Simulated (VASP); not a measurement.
Input:

```yaml
crystal:
  lattice:
    - [1.67608, -5.31368, 0.00000]
    - [1.67608, 5.31368, 0.00000]
    - [0.00000, 0.00000, 4.46358]
  atoms:
    - { symbol: P, position: [0.10170, 0.89830, 0.91940] }
    - { symbol: P, position: [0.39830, 0.60170, 0.41940] }
    - { symbol: P, position: [0.60170, 0.39830, 0.58060] }
    - { symbol: P, position: [0.90803, 0.11143, 0.08060] }
```

All values below come from PBE GGA, VASP's PBE PAW potentials (set 64) (plane waves; VASP). Run with EDIFF = 1E-5, 400 eV cut-off, 6×6×5 Γ-centred mesh, Gaussian smearing of 0.050 eV, potentials P.

Which forces act on the atoms, in eV/Å?

```
atom      Fx      Fy      Fz
----  ------  ------  ------
P1     0.038   0.218  -0.257
P2     0.256  -0.219  -0.244
P3     0.025   0.218   0.258
P4    -0.318  -0.218   0.243
```

Give the stress tensor in GPa (positive for a compressed cell).

```
-1.91  -0.27   0.67
-0.27  -0.59   0.00
 0.67   0.00  -1.91
```
The pressure is its mean diagonal, -1.47 GPa.

The compound is P in the black structure. The cell was not relaxed at this level, atoms are displaced from their ideal sites. The run is one of a series of settings (EDIFF = 1E-5 against the base run), some of them coarse on purpose.
